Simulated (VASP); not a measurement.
Here is a VASP 6.6.1 calculation.

INCAR

```
SYSTEM = LiNiP
PREC = Accurate
ENCUT = 520
EDIFF = 1E-6
ISMEAR = 0
SIGMA = 0.05
LREAL = .False.
LASPH = .True.
NELM = 150
ALGO = Normal
ISIF = 2
LWAVE = .False.
LCHARG = .False.
ISPIN = 2
MAGMOM = 0 1 0
LORBIT = 11
LMAXMIX = 4
GGA = CA
IBRION = 2
NSW = 40
EDIFFG = -0.01
```

File KPOINTS:

```
Automatic mesh
0
Gamma
  7 7 7
  0 0 0
```

File POSCAR:

```
LiNiP
1.0
   -2.4667865100      2.8123841200      3.2855624700
    2.4667865100     -2.8123841200      3.2855624700
    2.4667865100      2.8123841200     -3.2855624700
Li Ni P
1 1 1
Direct
    0.5000000000      0.0000000000      0.5000000000
    0.0000000000      0.0000000000      0.0000000000
    0.0000000000      0.5000000000      0.5000000000
```

Potentials or basis: VASP PAW LDA potentials, release 64 (Li_sv, Ni, P).

Run with:

```console
$ cat potpaw_LDA.64/Li_sv/POTCAR potpaw_LDA.64/Ni/POTCAR potpaw_LDA.64/P/POTCAR > POTCAR
$ mpirun -np 1 vasp_std > vasp.out
```

Q: What does it give for the net moment?

A: 0.00 μB per cell.

Q: What does it give for the band gap on the k mesh?

A: None (metal or under the smearing width).

Final structure:
```
Li Ni P
1.0
    -2.46679    2.81238    3.28556
     2.46679   -2.81238    3.28556
     2.46679    2.81238   -3.28556
Li Ni P
1 1 1
Direct
  0.50000 0.00000 0.50000
  0.00000 0.00000 0.00000
  0.00000 0.50000 0.50000
```

Caveat: the relaxation stopped at its first step, so nothing moved.
